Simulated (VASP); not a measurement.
Write the native input for VASP 6.6.1 that does the following.

```yaml
Task: single point
Functional: PBE
Potentials_or_basis: VASP PAW PBE potentials, release 64 (Pt, Se)
Cutoff: 520 eV
k_mesh: 9 × 9 × 4
Occupations: gaussian, width 0.02 eV
Spin: no spin polarisation
Dipole_correction: no
Further_INCAR_settings: ALGO = Fast; EDIFF = 1e-06; NBANDS = 18
```

The structure of PtSe2 lies in POSCAR:

```
PtSe2
1.0
    3.7536043584      0.0000000029      0.0000000000
   -1.8768021817      3.2507167287      0.0000000000
    0.0000000000      0.0000000000      6.2994945673
Pt Se
1 2
Direct
    0.0000000000      0.0000000000      0.0000000000
    0.6666666667      0.3333333333      0.7927501606
    0.3333333333      0.6666666667      0.2072498394
```

The cell is a database's computed one.

These files were run (other wordings do the same):

INCAR

```
SYSTEM = PtSe2
PREC = Accurate
ENCUT = 520
EDIFF = 1E-6
ISMEAR = 0
SIGMA = 0.02
LREAL = .FALSE.
LASPH = .TRUE.
NELM = 100
ALGO = Fast
ISIF = 2
LWAVE = .FALSE.
LCHARG = .FALSE.
GGA = PE
NBANDS = 18
```

KPOINTS

```
Automatic mesh
0
G
  9 9 4
  0 0 0
```

Potentials or basis: VASP PAW PBE potentials, release 64 (Pt, Se).

Command:

```bash
$ cat potpaw_PBE.64/Pt/POTCAR potpaw_PBE.64/Se/POTCAR > POTCAR
$ mpirun -np 1 vasp_std > vasp.out
```

Results of the run:

- Pressure: 0.0 GPa
- Largest force: 0.004 eV/Å
- Band gap on the k mesh: 0.81 eV, indirect (least direct gap 0.93 eV)

Caveat: spin-orbit coupling is left out, which moves the levels of the heavy elements; an odd mesh through Γ misses points on the zone boundary, where band edges often lie; this functional lacks dispersion, which binds the layers, so the pressure and a relaxed spacing across them are unreliable.

It took 24 s on 1 thread of Intel(R) Xeon(R) 6975P-C (Granite Rapids), on a shared host, peak memory 0.22 GiB.
